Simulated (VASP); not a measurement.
Method: PBE GGA, VASP's PBE PAW potentials (set 64) (plane waves; VASP).

The input files of a VASP run:

**POSCAR**
```
C64N
1.0
  7.1465551590   0.0000000000   0.0000000000
  0.0000000000   7.1465551590   0.0000000000
  0.0000000000   0.0000000000   7.1465551590
C N
64 1
Cartesian
  3.5732775795   0.0000000000   0.0000000000
  4.4277768868   0.9044179950   0.8729231265
  5.3599163692   1.7866387898   0.0000000000
  6.2532357641   2.6799581846   0.8933193949
  5.3599163692   0.0000000000   1.7866387898
  6.2532357641   0.8933193949   2.6799581846
  0.0000000000   0.0000000000   0.0000000000
  0.8662339508   0.8963138015   0.9125436283
  1.7655993314   1.7455746838   0.0486466010
  2.7073223443   2.6848464284   0.8590873957
  3.5983691347   3.5757502876   0.0306372820
  4.4882939158   4.4181004511   0.8946415076
  5.3599163692   5.3599163692   0.0000000000
  6.2532357641   6.2532357641   0.8933193949
  1.7501699188   7.1295463577   1.7536145584
  2.7140615458   0.9038891500   2.6754844411
  3.5935523565   1.8358999945   1.8003315894
  4.4183434339   2.6438537880   2.6945157175
  5.3102978368   3.5304268348   1.7934780430
  6.2532357641   4.4665969744   2.6799581846
  3.5969612633   0.0498043429   3.5256243497
  4.5161511878   0.8532558067   4.4963194973
  5.3173229005   1.7648132103   3.5317775337
  6.2532357641   2.6799581846   4.4665969744
  5.3599163692   0.0000000000   5.3599163692
  6.2532357641   0.8933193949   6.2532357641
  0.0000000000   3.5732775795   0.0000000000
  0.8851294427   4.4180718648   0.8807414578
  1.7866387898   5.3599163692   0.0000000000
  2.6799581846   6.2532357641   0.8933193949
  0.0074824433   1.7594175611   1.7878465576
  0.9000585964   2.6810301679   2.6806299608
  1.7825723999   3.5776584178   1.7943070434
  2.6334055243   4.4363813392   2.6562030353
  3.5881781470   5.4077768491   1.8083214381
  4.4665969744   6.2532357641   2.6799581846
  0.0000000000   0.0000000000   3.5732775795
  0.8560572563   0.9319679652   4.4272623348
  1.7388140426   1.7477115038   3.5477643776
  2.7154765638   2.6309328162   4.4289918011
  3.5523238798   3.5772725038   3.5346290092
  4.4952117812   4.4367386669   4.4608082647
  5.3599163692   5.3599163692   3.5732775795
  6.2532357641   6.2532357641   4.4665969744
  1.7866387898   0.0000000000   5.3599163692
  2.6799581846   0.8933193949   6.2532357641
  3.6135698575   1.7885969459   5.4036890196
  4.4665969744   2.6799581846   6.2532357641
  5.3599163692   3.5732775795   5.3599163692
  6.2532357641   4.4665969744   6.2532357641
  0.0000000000   5.3599163692   1.7866387898
  0.8933193949   6.2532357641   2.6799581846
  7.1418169929   3.5368873206   3.5280899112
  0.8449515096   4.5085829859   4.4410694793
  1.7584241900   5.3473813115   3.5666741625
  2.6799581846   6.2532357641   4.4665969744
  0.0000000000   1.7866387898   5.3599163692
  0.8933193949   2.6799581846   6.2532357641
  1.7414010956   3.5525525695   5.3145500371
  2.6799581846   4.4665969744   6.2532357641
  3.5732775795   5.3599163692   5.3599163692
  4.4665969744   6.2532357641   6.2532357641
  0.0000000000   5.3599163692   5.3599163692
  0.8933193949   6.2532357641   6.2532357641
  2.6581397517   2.6618916932   2.7066362750
```

INCAR:
```
ALGO = Fast
EDIFF = 1E-5
EDIFFG = -0.03
ENCUT = 400
GGA = PE
IBRION = 2
ISIF = 2
ISMEAR = 0
ISYM = 0
LASPH = T
LCHARG = F
LREAL = Auto
LWAVE = T
NELECT = 262.0
NELM = 100
NELMIN = 4
NSW = 60
PREC = Normal
SIGMA = 0.05
SYSTEM = C64N
```

### KPOINTS
```
Regular mesh
0
gamma
 1 1 1
0 0 0
```

POTCAR, in this order: C N (PBE.64 set). Program: vasp_gam.

What VASP printed:

### OSZICAR
```
...
       N       E                     dE             d eps       ncg     rms          rms(c)
DAV:   1    -0.563249934030E+03   -0.16162E-02   -0.23924E-01   336   0.113E+00    0.102E-01
RMM:   2    -0.563249942515E+03   -0.84846E-05   -0.26438E-03   328   0.131E-01    0.606E-02
RMM:   3    -0.563249910751E+03    0.31764E-04   -0.71485E-04   332   0.542E-02    0.151E-02
RMM:   4    -0.563249919555E+03   -0.88041E-05   -0.95344E-05   273   0.206E-02
  37 F= -.56324992E+03 E0= -.56324992E+03  d E =-.159659E-02
       N       E                     dE             d eps       ncg     rms          rms(c)
DAV:   1    -0.563250414021E+03   -0.50327E-03   -0.20632E-01   344   0.105E+00    0.936E-02
RMM:   2    -0.563250425844E+03   -0.11823E-04   -0.22988E-03   328   0.122E-01    0.558E-02
RMM:   3    -0.563250400880E+03    0.24964E-04   -0.62539E-04   332   0.505E-02    0.141E-02
RMM:   4    -0.563250408741E+03   -0.78612E-05   -0.85200E-05   262   0.192E-02
  38 F= -.56325041E+03 E0= -.56325041E+03  d E =-.208578E-02
       N       E                     dE             d eps       ncg     rms          rms(c)
DAV:   1    -0.563251147188E+03   -0.74631E-03   -0.97831E-02   344   0.719E-01    0.672E-02
RMM:   2    -0.563251147938E+03   -0.75019E-06   -0.12675E-03   328   0.892E-02    0.387E-02
RMM:   3    -0.563251133662E+03    0.14275E-04   -0.32138E-04   330   0.369E-02    0.113E-02
RMM:   4    -0.563251138098E+03   -0.44357E-05   -0.48618E-05   232   0.142E-02
  39 F= -.56325114E+03 E0= -.56325114E+03  d E =-.729357E-03
       N       E                     dE             d eps       ncg     rms          rms(c)
DAV:   1    -0.563251382125E+03   -0.24846E-03   -0.89212E-02   360   0.686E-01    0.645E-02
RMM:   2    -0.563251381613E+03    0.51186E-06   -0.11547E-03   328   0.854E-02    0.371E-02
RMM:   3    -0.563251368035E+03    0.13579E-04   -0.29126E-04   328   0.354E-02    0.108E-02
RMM:   4    -0.563251372297E+03   -0.42624E-05   -0.46384E-05   226   0.137E-02
  40 F= -.56325137E+03 E0= -.56325137E+03  d E =-.963556E-03
       N       E                     dE             d eps       ncg     rms          rms(c)
DAV:   1    -0.563252023273E+03   -0.65524E-03   -0.12175E-01   336   0.811E-01    0.746E-02
RMM:   2    -0.563252010007E+03    0.13267E-04   -0.13973E-03   328   0.949E-02    0.438E-02
RMM:   3    -0.563251990519E+03    0.19488E-04   -0.38810E-04   331   0.401E-02    0.120E-02
RMM:   4    -0.563251995481E+03   -0.49628E-05   -0.56005E-05   237   0.156E-02
  41 F= -.56325200E+03 E0= -.56325200E+03  d E =-.623185E-03
       N       E                     dE             d eps       ncg     rms          rms(c)
DAV:   1    -0.563252072635E+03   -0.82116E-04   -0.27530E-02   352   0.385E-01    0.354E-02
RMM:   2    -0.563252071043E+03    0.15922E-05   -0.32349E-04   328   0.457E-02    0.209E-02
RMM:   3    -0.563252067488E+03    0.35543E-05   -0.91630E-05   268   0.193E-02    0.602E-03
RMM:   4    -0.563252068571E+03   -0.10825E-05   -0.12550E-05   202   0.740E-03
  42 F= -.56325207E+03 E0= -.56325207E+03  d E =-.696274E-03
       N       E                     dE             d eps       ncg     rms          rms(c)
DAV:   1    -0.563252477999E+03   -0.41051E-03   -0.13126E-01   328   0.838E-01    0.816E-02
RMM:   2    -0.563252459813E+03    0.18186E-04   -0.16406E-03   328   0.101E-01    0.471E-02
RMM:   3    -0.563252439207E+03    0.20606E-04   -0.46374E-04   332   0.426E-02    0.139E-02
RMM:   4    -0.563252443108E+03   -0.39009E-05   -0.50178E-05   246   0.162E-02
  43 F= -.56325244E+03 E0= -.56325244E+03  d E =-.374537E-03
       N       E                     dE             d eps       ncg     rms          rms(c)
DAV:   1    -0.563252446271E+03   -0.70643E-05   -0.81780E-04   376   0.666E-02    0.665E-03
RMM:   2    -0.563252446043E+03    0.22801E-06   -0.95020E-06   191   0.782E-03    0.372E-03
RMM:   3    -0.563252445747E+03    0.29617E-06   -0.16288E-06   160   0.293E-03    0.845E-04
RMM:   4    -0.563252445754E+03   -0.76870E-08   -0.15601E-07    60   0.130E-03
  44 F= -.56325245E+03 E0= -.56325245E+03  d E =-.377184E-03
       N       E                     dE             d eps       ncg     rms          rms(c)
DAV:   1    -0.563252780358E+03   -0.33461E-03   -0.63384E-02   336   0.586E-01    0.550E-02
RMM:   2    -0.563252772353E+03    0.80053E-05   -0.81068E-04   328   0.722E-02    0.312E-02
RMM:   3    -0.563252762275E+03    0.10078E-04   -0.21083E-04   326   0.301E-02    0.870E-03
RMM:   4    -0.563252764972E+03   -0.26965E-05   -0.29792E-05   213   0.116E-02
  45 F= -.56325276E+03 E0= -.56325276E+03  d E =-.319217E-03
       N       E                     dE             d eps       ncg     rms          rms(c)
DAV:   1    -0.563252817613E+03   -0.55338E-04   -0.22770E-02   360   0.351E-01    0.327E-02
RMM:   2    -0.563252816420E+03    0.11932E-05   -0.30015E-04   328   0.440E-02    0.186E-02
RMM:   3    -0.563252813773E+03    0.26470E-05   -0.79753E-05   263   0.182E-02    0.551E-03
RMM:   4    -0.563252814773E+03   -0.10002E-05   -0.11019E-05   202   0.696E-03
  46 F= -.56325281E+03 E0= -.56325281E+03  d E =-.369019E-03
       N       E                     dE             d eps       ncg     rms          rms(c)
DAV:   1    -0.563253017489E+03   -0.20372E-03   -0.42848E-02   328   0.468E-01    0.441E-02
RMM:   2    -0.563253008016E+03    0.94726E-05   -0.47825E-04   328   0.546E-02    0.256E-02
RMM:   3    -0.563253001664E+03    0.63522E-05   -0.14415E-04   312   0.235E-02    0.671E-03
RMM:   4    -0.563253002981E+03   -0.13172E-05   -0.15178E-05   204   0.886E-03
  47 F= -.56325300E+03 E0= -.56325300E+03  d E =-.188208E-03
       N       E                     dE             d eps       ncg     rms          rms(c)
DAV:   1    -0.563253037884E+03   -0.36221E-04   -0.13402E-02   352   0.261E-01    0.247E-02
RMM:   2    -0.563253035254E+03    0.26304E-05   -0.15285E-04   326   0.309E-02    0.144E-02
RMM:   3    -0.563253033321E+03    0.19332E-05   -0.44749E-05   224   0.133E-02    0.386E-03
RMM:   4    -0.563253033872E+03   -0.55087E-06   -0.60215E-06   198   0.500E-03
  48 F= -.56325303E+03 E0= -.56325303E+03  d E =-.219099E-03
       N       E                     dE             d eps       ncg     rms          rms(c)
DAV:   1    -0.563253147062E+03   -0.11374E-03   -0.24434E-02   344   0.360E-01    0.340E-02
RMM:   2    -0.563253147099E+03   -0.36936E-07   -0.30337E-04   328   0.438E-02    0.199E-02
RMM:   3    -0.563253143239E+03    0.38600E-05   -0.78875E-05   255   0.182E-02    0.557E-03
RMM:   4    -0.563253144218E+03   -0.97970E-06   -0.11650E-05   202   0.684E-03
  49 F= -.56325314E+03 E0= -.56325314E+03  d E =-.110347E-03
       N       E                     dE             d eps       ncg     rms          rms(c)
DAV:   1    -0.563253147411E+03   -0.41719E-05   -0.95104E-04   368   0.709E-02    0.676E-03
RMM:   2    -0.563253147613E+03   -0.20250E-06   -0.12778E-05   197   0.902E-03    0.406E-03
RMM:   3    -0.563253147501E+03    0.11216E-06   -0.27579E-06   173   0.350E-03    0.128E-03
RMM:   4    -0.563253147532E+03   -0.31152E-07   -0.42137E-07    59   0.147E-03
  50 F= -.56325315E+03 E0= -.56325315E+03  d E =-.113660E-03
       N       E                     dE             d eps       ncg     rms          rms(c)
DAV:   1    -0.563253214130E+03   -0.66629E-04   -0.18151E-02   344   0.315E-01    0.301E-02
RMM:   2    -0.563253216157E+03   -0.20274E-05   -0.23442E-04   328   0.386E-02    0.174E-02
RMM:   3    -0.563253213578E+03    0.25797E-05   -0.58206E-05   232   0.157E-02    0.504E-03
RMM:   4    -0.563253214185E+03   -0.60730E-06   -0.67988E-06   196   0.571E-03
  51 F= -.56325321E+03 E0= -.56325321E+03  d E =-.666529E-04
```

**OUTCAR**
```
------------------------ aborting loop because EDIFF is reached ----------------------------------------
  FORCE on cell =-STRESS in cart. coord.  units (eV):
  Direction    XX          YY          ZZ          XY          YZ          ZX
  --------------------------------------------------------------------------------------
  Total       20.0981543     20.1042482     71.9666640     -1.7465339      0.0006757     -0.0080328
  in kB       88.2219207     88.2486702    315.9015113     -7.6665039      0.0029661     -0.0352605
  external PRESSURE =     164.1240341 kB  Pullay stress =       0.0000000 kB
  volume of cell :      365.00
      direct lattice vectors                 reciprocal lattice vectors
     7.146555159  0.000000000  0.000000000     0.139927556  0.000000000  0.000000000
     0.000000000  7.146555159  0.000000000     0.000000000  0.139927556  0.000000000
     0.000000000  0.000000000  7.146555159     0.000000000  0.000000000  0.139927556
 POSITION                                       TOTAL-FORCE (eV/Angst)
 -----------------------------------------------------------------------------------
      3.56951      7.10542      7.14411        -0.002353     -0.002103      0.002294
      4.47934      0.87236      0.85634         0.002102      0.001275      0.002700
      5.39318      1.78222      7.14436         0.003230      0.003005      0.002841
      6.24988      2.67572      0.86724        -0.002256     -0.007304     -0.000247
      5.35653      7.14146      1.76497         0.003902      0.000643     -0.005886
      6.24087      0.89243      2.65695         0.001044      0.000028     -0.001218
      7.14321      7.14262      7.10753        -0.003462     -0.001258     -0.001388
      0.87643      0.87581      0.86966        -0.002577     -0.003158      0.008523
      1.76921      1.76863      0.00797         0.005137      0.000952      0.005914
      2.67598      2.67547      0.86420         0.004055      0.000642     -0.000771
      3.58287      3.58223      0.00852        -0.000477      0.003599      0.001677
      4.47597      4.47540      0.86987         0.001115     -0.001391     -0.000562
      5.35585      5.35519      7.10756        -0.003867      0.001371     -0.002247
      6.24933      6.24889      0.86269         0.004658     -0.002004      0.002416
      1.78317      7.11174      1.73377        -0.001178      0.002199     -0.005789
      2.66826      0.84252      2.56234         0.009782     -0.001074      0.002196
      3.58510      1.76661      1.71135         0.003822     -0.006125      0.001047
      4.50923      2.68325      2.56207         0.001104     -0.003430      0.000458
      5.38663      3.56852      1.73369        -0.001983      0.004521     -0.003519
      6.25787      4.45877      2.65686         0.000711     -0.001902      0.002234
      3.55084      0.01066      3.54826         0.000299      0.002177      0.001279
      4.43074      0.92089      4.46652         0.004425     -0.003982      0.000622
      5.34071      1.80084      3.54811         0.000512     -0.002618      0.003809
      6.24930      2.67573      4.43671         0.002612     -0.007161      0.002400
      5.34957      0.00205      5.32779         0.000572     -0.002393     -0.002878
      6.26240      0.89303      6.21746        -0.000822     -0.001500      0.001451
      7.10635      3.56883      7.14387        -0.003346      0.000664      0.001864
      0.87305      4.47860      0.85624         0.001064      0.002606      0.003048
      1.78289      5.39220      7.14411         0.000408      0.004805      0.003409
      2.67617      6.24883      0.86724         0.002159     -0.003343     -0.000038
      7.11270      1.78257      1.73405         0.000195      0.002711     -0.006960
      0.84346      2.66787      2.56275        -0.001200      0.002596      0.000706
      1.76713      3.58443      1.71150        -0.002564      0.005633      0.001649
      2.68357      4.50827      2.56238         0.002980      0.001622      0.003530
      3.56909      5.38575      1.73407         0.000867     -0.000348     -0.009338
      4.45934      6.25731      2.65704        -0.001583     -0.002111      0.002473
      0.00660      0.00608      3.54293        -0.000450     -0.003933     -0.002892
      0.93865      0.93800      4.41564         0.005567      0.003844      0.001321
      1.75823      1.75725      3.31128        -0.001159      0.006917      0.007457
      2.67878      2.67783      5.06299         0.003503     -0.011127      0.022583
      3.59429      3.59338      3.31073        -0.001259      0.005228      0.003345
      4.41333      4.41265      4.41587        -0.000954     -0.002016      0.000564
      5.34594      5.34534      3.54298         0.001407      0.000764     -0.005412
      6.24949      6.24889      4.43772         0.000041      0.000095      0.001737
      1.80703      0.01461      5.32720         0.001583      0.000999      0.002678
      2.69208      0.84079      6.30147        -0.001567      0.003842     -0.001267
      3.61442      1.73751      5.54234        -0.011373      0.007848     -0.016688
      4.51080      2.65958      6.30201        -0.002455     -0.005499     -0.008413
      5.33695      3.54469      5.32743        -0.001600      0.000255      0.001976
      6.23677      4.45842      6.21746        -0.002297     -0.009015      0.000309
      7.14207      5.35590      1.76485        -0.001715      0.005041     -0.007095
      0.89291      6.24018      2.65681         0.001499      0.003673     -0.000186
      0.01125      3.55034      3.54823         0.000609      0.001997     -0.000482
      0.92133      4.43033      4.46619        -0.000311     -0.003246      0.004137
      1.80126      5.34008      3.54812        -0.000906      0.002212      0.001459
      2.67622      6.24869      4.43672        -0.003325      0.000111      0.001503
      0.01525      1.80635      5.32711         0.002255      0.004372      0.001336
      0.84168      2.69142      6.30104         0.000480     -0.002820      0.001419
      1.73837      3.61344      5.54120        -0.000125      0.001356     -0.003696
      2.66016      4.50998      6.30144        -0.003405     -0.004103     -0.002910
      3.54538      5.33630      5.32738        -0.004318     -0.002914     -0.001174
      4.45890      6.23607      6.21752        -0.001593     -0.002271     -0.001068
      0.00271      5.34890      5.32771        -0.004263      0.004360     -0.001445
      0.89353      6.26171      6.21749         0.004573     -0.002666     -0.000160
      2.67784      2.67396      3.79196        -0.007529      0.008855     -0.016636
 -----------------------------------------------------------------------------------
    total drift:                               -0.034565     -0.030851     -0.122146
  FREE ENERGIE OF THE ION-ELECTRON SYSTEM (eV)
  ---------------------------------------------------
  free  energy   TOTEN  =      -563.2532141851 eV

  energy  without entropy=     -563.2532141850  energy(sigma->0) =     -563.25321419

 reached required accuracy - stopping structural energy minimisation
```
(Selected blocks of OUTCAR.)

CONTCAR:
```
C64N
   1.00000000000000
     7.1465551590000000    0.0000000000000000    0.0000000000000000
     0.0000000000000000    7.1465551590000000    0.0000000000000000
     0.0000000000000000    0.0000000000000000    7.1465551590000000
  C               N
    64     1
Direct
     0.4994735091107536    0.9942441775559965    0.9996579632913062
     0.6267833112312237    0.1220673244439039    0.1198260497528811
     0.7546547690519211    0.2493812816838883    0.9996932931056161
     0.8745310257050036    0.3744071363394053    0.1213507005486173
     0.7495258867584577    0.9992869680649713    0.2469676792357959
     0.8732691490085966    0.1248750306528446    0.3717804397345516
     0.9995320981877045    0.9994490558543722    0.9945388615559717
     0.1226370468055724    0.1225503121197400    0.1216888702465560
     0.2475605335719728    0.2474806072773094    0.0011153692482857
     0.3744434765448088    0.3743713025012915    0.1209260789049876
     0.5013420385828762    0.5012522369851958    0.0011926607870292
     0.6263121405218582    0.6262320022566714    0.1217193780820833
     0.7494310200018881    0.7493388609022303    0.9945440211589056
     0.8744541294054925    0.8743916672624754    0.1207143388641065
     0.2495143360515456    0.9951282379159506    0.2426017426030574
     0.3733627135283837    0.1178920032339793    0.3585420069615968
     0.5016547812905058    0.2471978631263066    0.2394645915472971
     0.6309650996092498    0.3754611404103457    0.3585037306669140
     0.7537378365986184    0.4993347891924242    0.2425910623730463
     0.8756478804278359    0.6239045490743634    0.3717685066467587
     0.4968609520470127    0.0014914577310837    0.4964989970156488
     0.6199826661122773    0.1288581264538782    0.6249895698887962
     0.7473123769786658    0.2519867314203396    0.4964789730025112
     0.8744486550648755    0.3744087339479188    0.6208173911851714
     0.7485524209860371    0.0002875053970149    0.7455044829548692
     0.8762821738833253    0.1249599029456751    0.8699936134314354
     0.9943739473126120    0.4993783267617047    0.9996249334784839
     0.1221633743495850    0.6266795797211560    0.1198112879502720
     0.2494755467685054    0.7545169004361203    0.9996571798761837
     0.3744704712857037    0.8743837921359157    0.1213513795193848
     0.9952620453938497    0.2494300551331189    0.2426413856905799
     0.1180230478767040    0.3733088760917374    0.3585994986927366
     0.2472705244325549    0.5015609737396677    0.2394855540825978
     0.3755049823532762    0.6308317086320999    0.3585472090440643
     0.4994144736770003    0.7536143613713951    0.2426443363142665
     0.6239849834242683    0.8755702508018115    0.3717932426007094
     0.0009229183692688    0.0008504032715342    0.4957536334545445
     0.1313433262206023    0.1312514741287408    0.6178694066535184
     0.2460244238032974    0.2458872453371234    0.4633397134655721
     0.3748350321263829    0.3747020644954320    0.7084519989637917
     0.5029402435015489    0.5028133504957142    0.4632623106894705
     0.6175466342503264    0.6174512417865958    0.6179022778011207
     0.7480445631944106    0.7479609662965467    0.4957607874008155
     0.8744755447280136    0.8743914715480332    0.6209593906904527
     0.2528526412101009    0.0020439727990136    0.7454214211023907
     0.3766960713063262    0.1176502118549567    0.8817488639400576
     0.5057574026823572    0.2431250022520448    0.7755257902271815
     0.6311857697719649    0.3721487295624206    0.8818247605877335
     0.7467857273463958    0.4959991393733973    0.7454542749250610
     0.8726957182971582    0.6238555295368985    0.8699936930156205
     0.9993725106051545    0.7494382478134064    0.2469509148304831
     0.1249432496060204    0.8731732855287945    0.3717608996516414
     0.0015738864659000    0.4967910921874056    0.4964952930633929
     0.1289193542494045    0.6199255674521638    0.6249426312223816
     0.2520452962012876    0.7472247640319946    0.4964801148941697
     0.3744770875671293    0.8743636020268275    0.6208188865761520
     0.0021342663200705    0.2527585242127787    0.7454101067265599
     0.1177737191492905    0.3766032810539365    0.8816896259050060
     0.2432464982260973    0.5056200798705516    0.7753664371547246
     0.3722290394049064    0.6310708326257761    0.8817444243884904
     0.4960957309798742    0.7466951925982838    0.7454478634564174
     0.6239230304629337    0.8725977855732617    0.8700024556003783
     0.0003789537937170    0.7484591730902141    0.7454930994283583
     0.1250289392812571    0.8761859844532773    0.8699983953385541
     0.3747039969382868    0.3741609551685895    0.5305991488028788
```

At this cut-off the stress carries a Pulay error, which pulls relaxed volumes low. The cell is charged, with a uniform compensating background. The supercell is sampled at Γ alone, which is coarse: total energies, pressure and levels can be off, energies of defects by several tenths of an eV.

The cell is a supercell with a defect, built from C (diamond): N_i, charge -1. The run is not spin-polarised, so no state with unpaired spins was tried.
